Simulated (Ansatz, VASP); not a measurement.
**Zn2SeS ([001] superlattice of 2 + 2 monolayers (invented)) in two plane-wave programs**

One calculation is typed for both programs; each brings its own data sets. How far apart do they land? The cell is generated by rule, not measured, and may not be a known phase. The cell is taken from a series of runs on this material, whose earlier steps may have relaxed, scaled, displaced or heated it; both programs get it as it stands.

Method: plane waves, with VASP 6.6.1 beside it; relaxation of cell and atoms at r2SCAN, in Ansatz 0.2.0.

**1. Set-up**

Symmetry: P-4m2, No. 115, tetragonal system. The conventional cell has a = 3.912 Å, b = 3.912 Å, c = 11.038 Å, α = 90.00°, β = 90.00°, γ = 90.00°. Nearest to Zn lie 2 S at 2.35 Å and 2 Se at 2.44 Å. Nearest to Zn lie 4 Se at 2.44 Å. Zn has 4 S at 2.35 Å nearest. Nearest to Se lie 4 Zn at 2.44 Å. Nearest to S lie 4 Zn at 2.35 Å. Farther neighbours and most contacts between anions are not listed.

As a file:

```
Zn Se S
1.0
     3.91201    0.00000    0.00000
     0.00000    3.91201    0.00000
     0.00000    0.00000   11.03808
Zn Se S
4 2 2
Direct
  0.00000 0.00000 0.73666
  0.50000 0.50000 0.00000
  0.00000 0.00000 0.26334
  0.50000 0.50000 0.50000
  0.00000 0.50000 0.86842
  0.50000 0.00000 0.13158
  0.00000 0.50000 0.38168
  0.50000 0.00000 0.61832
```

**2. VASP: relaxation of cell and atoms, r2SCAN**

The relaxed volume is the usual yardstick between codes: in a stiff, nearly cubic crystal its relative difference is about their pressure difference at one cell divided by the bulk modulus.

Lines of VASP's logs that name or quote its potential files are left out, and so is its time.

Input file INCAR:

```
SYSTEM = Zn2SeS
PREC = Accurate
ENCUT = 550
EDIFF = 1E-07
NELM = 120
ISMEAR = 0
SIGMA = 0.01
LREAL = .FALSE.
ALGO = Normal
METAGGA = R2SCAN
LASPH = .TRUE.
NBANDS = 44
LORBIT = 11
LWAVE = .FALSE.
LCHARG = .FALSE.
ISIF = 3
IBRION = 2
NSW = 80
EDIFFG = -0.005
GGA_COMPAT = .FALSE.
NELMIN = 4
EFERMI = MIDGAP
LMIXTAU = .TRUE.
KPAR = 2
```

Input file POSCAR:

```
Zn2SeS
1.0
    3.9120100000      0.0000000000      0.0000000000
    0.0000000000      3.9120100000      0.0000000000
    0.0000000000      0.0000000000     11.0380820000
Zn Se S
4 2 2
Direct
    0.0000000000      0.0000000000      0.7366634892
    0.5000000000      0.5000000000      0.0000000000
    0.0000000000      0.0000000000      0.2633365108
    0.5000000000      0.5000000000      0.5000000000
    0.0000000000      0.5000000000      0.8684199846
    0.5000000000      0.0000000000      0.1315801060
    0.0000000000      0.5000000000      0.3816845173
    0.5000000000      0.0000000000      0.6183154827
```

Input file KPOINTS:

```
Automatic mesh
0
Gamma
6 6 2
0 0 0
```

Potentials, in the order of the species: Zn, Se and S (PBE family, release 64).

The run is started by

```
> mpirun -np 2 vasp_std
```

Numbers of over 12 decimals in the logs are rounded to 6 here.

Output:

```text
[banner, memory and clock lines left out]
running    2 mpi-ranks, on    1 nodes
 distrk:  each k-point on    1 cores,    2 groups
 distr:  one band on    1 cores,    1 groups

 POSCAR found type information on POSCAR ZnSeS
 POSCAR found :  3 types and       8 ions
|                                                                             |
|               ----> ADVICE to this user running VASP <----                  |
|                                                                             |
|     You enforced a specific xc type in the INCAR file but a different       |
|     [... a line on the potential file left out ...]
|     I HOPE YOU KNOW WHAT YOU ARE DOING!                                     |
|                                                                             |

 LDA part: xc-table for (None), standard interpolation
 POSCAR, INCAR and KPOINTS ok, starting setup
 FFT: planning ... GRIDC
 FFT: planning ... GRID_SOFT
 FFT: planning ... GRID
 WAVECAR not read
 entering main loop
       N       E                     dE             d eps       ncg     rms          rms(c)
DAV:   1     0.528748406260E+03    0.52875E+03   -0.35385E+04  1760   0.206E+03
DAV:   2    -0.176753596291E+02   -0.54642E+03   -0.53026E+03  1760   0.456E+02
DAV:   3    -0.955278435908E+02   -0.77852E+02   -0.76899E+02  1908   0.159E+02
DAV:   4    -0.991403759071E+02   -0.36125E+01   -0.35976E+01  2056   0.335E+01
DAV:   5    -0.991863909460E+02   -0.46015E-01   -0.45973E-01  2008   0.380E+00    0.124E+01
DAV:   6    -0.936323181875E+02    0.55541E+01   -0.59255E+00  2384   0.473E+01    0.108E+01
DAV:   7    -0.878241233914E+02    0.58082E+01   -0.20548E+00  1836   0.108E+01    0.488E+00
DAV:   8    -0.904914124369E+02   -0.26673E+01   -0.75082E-01  1772   0.650E+00    0.132E+00
DAV:   9    -0.843104553764E+02    0.61810E+01   -0.25478E+00  1832   0.103E+01    0.228E+00
DAV:  10    -0.874173286817E+02   -0.31069E+01   -0.15574E+00  1784   0.818E+00    0.347E-01
DAV:  11    -0.873996701031E+02    0.17659E-01   -0.54710E-02  1952   0.164E+00    0.386E-01
DAV:  12    -0.873000140052E+02    0.99656E-01   -0.14896E-02  1796   0.756E-01    0.370E-01
DAV:  13    -0.870984096035E+02    0.20160E+00   -0.19426E-02  1816   0.108E+00    0.685E-01
DAV:  14    -0.874649662328E+02   -0.36656E+00   -0.14297E-01  1776   0.224E+00    0.274E-01
[...]
DAV:  32    -0.874754506477E+02    0.26354E-06   -0.29018E-07  1356   0.321E-03    0.901E-03
DAV:  33    -0.874754511889E+02   -0.54122E-06   -0.76462E-08   936   0.415E-03    0.569E-03
DAV:  34    -0.874754520789E+02   -0.88996E-06   -0.10052E-07  1124   0.238E-03    0.414E-03
DAV:  35    -0.874754523201E+02   -0.24121E-06   -0.39474E-08   916   0.124E-03    0.338E-03
DAV:  36    -0.874754526923E+02   -0.37223E-06   -0.24431E-08   916   0.291E-03    0.188E-03
DAV:  37    -0.874754530717E+02   -0.37939E-06   -0.28516E-08   916   0.122E-03    0.115E-03
DAV:  38    -0.874754532055E+02   -0.13379E-06   -0.91735E-09   916   0.648E-04    0.684E-04
DAV:  39    -0.874754532792E+02   -0.73722E-07   -0.25109E-09   916   0.475E-04
   1 F= -.87475453E+02 E0= -.87475453E+02  d E =-.874755E+02
[... from here on, the cycles between the ionic steps are left out ...]
   2 F= -.87475547E+02 E0= -.87475547E+02  d E =-.940530E-04
   3 F= -.87475559E+02 E0= -.87475559E+02  d E =-.105923E-03
   4 F= -.87475574E+02 E0= -.87475574E+02  d E =-.120657E-03
   5 F= -.87475594E+02 E0= -.87475594E+02  d E =-.140480E-03
   6 F= -.87475594E+02 E0= -.87475594E+02  d E =-.270084E-07
   7 F= -.87475574E+02 E0= -.87475574E+02  d E =0.198174E-04
   8 F= -.87475593E+02 E0= -.87475593E+02  d E =-.188466E-04
 trial-energy change:   -0.000019  1 .order   -0.000023   -0.000033   -0.000013
 step:   1.4415(harm=  1.4415)  dis= 0.00099  next Energy=   -87.475602 (dE=-0.278E-04)
 bond charge predicted
       N       E                     dE             d eps       ncg     rms          rms(c)
DAV:   1    -0.874755924127E+02    0.45673E-06   -0.96079E-04  1768   0.146E-01    0.162E-02
DAV:   2    -0.874755924541E+02   -0.41430E-07   -0.51757E-05  2080   0.536E-02    0.587E-03
DAV:   3    -0.874755927772E+02   -0.32306E-06   -0.30059E-06  2096   0.128E-02    0.482E-03
DAV:   4    -0.874755935514E+02   -0.77423E-06   -0.54559E-07  1796   0.151E-02    0.206E-03
DAV:   5    -0.874755942918E+02   -0.74035E-06   -0.52531E-07  1948   0.593E-03    0.622E-04
DAV:   6    -0.874755941970E+02    0.94782E-07   -0.23081E-07  1284   0.692E-03
   9 F= -.87475594E+02 E0= -.87475594E+02  d E =-.202556E-04
 curvature:  -0.78 expect dE=-0.693E-06 dE for cont linesearch -0.123E-07
 trial: gam= 0.06398 g(F)=  0.532E-06 g(S)=  0.360E-06 ort =-0.810E-06 (trialstep = 0.970E+00)
 search vector abs. value=  0.959E-06
 reached required accuracy - stopping structural energy minimisation
```

Parts of OUTCAR (step 2):

```text
ion  position               nearest neighbor table
   1  0.000  0.000  0.737-   8 2.35   8 2.35   5 2.44   5 2.44
   2  0.500  0.500  0.000-   5 2.44   5 2.44   6 2.44   6 2.44
   3  0.000  0.000  0.263-   7 2.35   7 2.35   6 2.44   6 2.44
   4  0.500  0.500  0.500-   7 2.35   8 2.35   8 2.35   7 2.35
   5  0.000  0.500  0.868-   2 2.44   2 2.44   1 2.44   1 2.44
   6  0.500  0.000  0.132-   2 2.44   2 2.44   3 2.44   3 2.44
   7  0.000  0.500  0.382-   4 2.35   4 2.35   3 2.35   3 2.35
   8  0.500  0.000  0.618-   4 2.35   4 2.35   1 2.35   1 2.35

  LATTYP: Found a simple tetragonal cell.
 ALAT       =     3.9120100000
 C/A-ratio  =     2.8215883906

 Subroutine GETGRP returns: Found  8 space group operations
 (whereof  8 operations were pure point group operations)

The static configuration has the point symmetry D_2d.

 Found     20 irreducible k-points:

   k-points           NKPTS =     20   k-points in BZ     NKDIM =     20   number of bands    NBANDS=     44

   dimension x,y,z NGX =    30 NGY =   30 NGZ =   84
   dimension x,y,z NGXF=    60 NGYF=   60 NGZF=  168

   ENCUT  =  550.0 eV  40.42 Ry    6.36 a.u.   7.48  7.48 21.11*2*pi/ulx,y,z

   NELECT =      72.0000    total number of electrons

 k-points in reciprocal lattice and weights: Automatic mesh
   0.00000000  0.00000000  0.00000000       0.014
   0.16666667  0.00000000  0.00000000       0.056
   0.33333333  0.00000000  0.00000000       0.056
   0.50000000  0.00000000  0.00000000       0.028
   0.16666667  0.16666667  0.00000000       0.056
   0.33333333  0.16666667  0.00000000       0.111
   0.50000000  0.16666667  0.00000000       0.056
   0.33333333  0.33333333  0.00000000       0.056
   0.50000000  0.33333333  0.00000000       0.056
[...]
0.50000000  0.33333333  0.50000000       0.056
   0.50000000  0.50000000  0.50000000       0.014

 average (electrostatic) potential at core
       1 -42.2162       2 -42.1739       3 -42.2162       4 -42.2516       5 -59.9154
       6 -59.9154       7 -92.0814       8 -92.0814

 E-fermi :   2.7614

 k-point     1 :       0.0000    0.0000    0.0000
  band No.  band energies     occupation
    ...
     32       0.4413      2.00000
     33       0.4413      2.00000
     34       1.5732      2.00000
     35       1.6729      2.00000
     36       1.6729      2.00000
     37       3.8499      0.00000
     38       5.0906      0.00000
     39       5.6232      0.00000
     40       6.2681      0.00000
     41       6.3204      0.00000
    ...

 k-point     2 :       0.1667    0.0000    0.0000
  band No.  band energies     occupation
    ...
     32       0.3479      2.00000
     33       0.5454      2.00000
     34       0.5587      2.00000
     35       1.1679      2.00000
     36       1.6028      2.00000
     37       4.8659      0.00000
     38       5.4922      0.00000
     39       6.1398      0.00000
     40       6.1906      0.00000
     41       6.6709      0.00000
    ...

 k-point     3 :       0.3333    0.0000    0.0000
  band No.  band energies     occupation
    ...
     32       0.4223      2.00000
     33       0.5398      2.00000
     34       0.5525      2.00000
     35       0.7926      2.00000
     36       1.3751      2.00000
     37       5.3999      0.00000
     38       5.4481      0.00000
     39       6.0495      0.00000
     40       6.1893      0.00000
     41       7.9549      0.00000
    ...

  Total       -0.0044737     -0.0044737     -0.0044411      0.0000000      0.0000000      0.0000000
  in kB       -0.0424411     -0.0424411     -0.0421322      0.0000000      0.0000000      0.0000000
  external PRESSURE =      -0.0423382 kB  Pullay stress =       0.0000000 kB

  energy-cutoff  :      550.00
  volume of cell :      168.88
      direct lattice vectors                 reciprocal lattice vectors
     3.911002663  0.000000000 -0.000000000     0.255688908  0.000000000  0.000000000
     0.000000000  3.911002663  0.000000000     0.000000000  0.255688908  0.000000000
    -0.000000000  0.000000000 11.041127678     0.000000000  0.000000000  0.090570459

 POSITION                                       TOTAL-FORCE (eV/Angst)
 -----------------------------------------------------------------------------------
     -0.00000      0.00000      8.12929         0.000000      0.000000     -0.002284
      1.95550      1.95550      0.00000        -0.000000     -0.000000      0.000000
     -0.00000      0.00000      2.91183        -0.000000      0.000000      0.002284
      1.95550      1.95550      5.52056         0.000000     -0.000000      0.000000
      3.91100      1.95550      9.58643         0.000000      0.000000     -0.000092
      1.95550      0.00000      1.45470        -0.000000      0.000000      0.000092
     -0.00000      1.95550      4.21614        -0.000000      0.000000      0.000535
      1.95550      0.00000      6.82499         0.000000      0.000000     -0.000535
 -----------------------------------------------------------------------------------
    total drift:                                0.000000      0.000000     -0.000269

  FREE ENERGIE OF THE ION-ELECTRON SYSTEM (eV)
  ---------------------------------------------------
  free  energy   TOTEN  =       -87.4755941970 eV

  energy  without entropy=      -87.4755941970  energy(sigma->0) =      -87.47559420

 reached required accuracy - stopping structural energy minimisation

 total charge
# of ion       s       p       d       tot
------------------------------------------
    1        0.506   0.460   9.811  10.777
    2        0.516   0.459   9.805  10.780
    3        0.506   0.460   9.811  10.777
    4        0.496   0.462   9.816  10.775
    5        1.429   2.499   0.031   3.959
    6        1.429   2.499   0.031   3.959
    7        1.304   2.455   0.000   3.759
    8        1.304   2.455   0.000   3.759
--------------------------------------------------
tot          7.489  11.751  39.306  58.545

[... 3 further parts left out ...]
```

The run keeps the 8 symmetry operations of its start, so it cannot find a distortion of lower symmetry.

(Continued in part 2 of 2.)

[Lines on the potential files, build, host, timing and source positions are cut from VASP's logs without a mark.]

[Logs are printed without paths, hosts, clocks, repeated set-up lines and the standing remarks that a program may print on its own settings, such as how far it seeks lower states.]

[Hosts, paths, dates, database ids (printed as entryN), source tags and the programs' standing remarks are cut or masked in the printed files.]
